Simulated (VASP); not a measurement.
Wanted: the native input for a VASP 6.6.1 run.

```yaml
Task: electrostatic potential
Functional: r2SCAN
Dispersion: rVV10
Potentials_or_basis: VASP PAW PBE potentials, release 64 (Pd)
Cutoff: 520 eV
k_mesh: 18 × 18 × 18
Occupations: methfessel-paxton, width 0.1 eV
Spin: no spin polarisation
Further_INCAR_settings: ALGO = Normal; EDIFF = 1e-06
```

The structure of Pd lies in POSCAR:

```
Pd                                      
1.0
    0.0000000000      1.9480074805      1.9480074805
    1.9480074805     -0.0000000000      1.9480074805
    1.9480074805      1.9480074805      0.0000000000
  Pd            
     1
Direct
     0.0000000000000000    0.0000000000000000    0.0000000000000000
```

The cell was built by a generator and needn't be a form met in nature.

These files were run (other wordings do the same):

INCAR

```
PREC = Accurate
ENCUT = 520
EDIFF = 1E-6
ISMEAR = 1
SIGMA = 0.1
LREAL = F
LASPH = T
NELM = 60
ALGO = Normal
ISIF = 2
LWAVE = F
LCHARG = T
METAGGA = R2SCAN
LMIXTAU = T
LUSE_VDW = T
IVDW_NL = 2
BPARAM = 11.95
CPARAM = 0.0093
LVHAR = T
```

KPOINTS

```
regular mesh
0
Gamma
  18 18 18
```

Potentials or basis: VASP PAW PBE potentials, release 64 (Pd).

Launch:

```sh
$ cat potpaw_PBE.64/Pd/POTCAR > POTCAR
$ mpirun -np 1 vasp_std > vasp.out
```

Results of the run:

```
Pressure               : 0.1 GPa
Band gap on the k mesh : none (metal or under the smearing width)
```

Caveat: the PAW data sets were made with another functional, which shifts forces and pressure a little.

Run time: 48 s on 1 thread of Intel(R) Xeon(R) 6975P-C (Granite Rapids), on a shared host, peak memory 0.2 GiB.
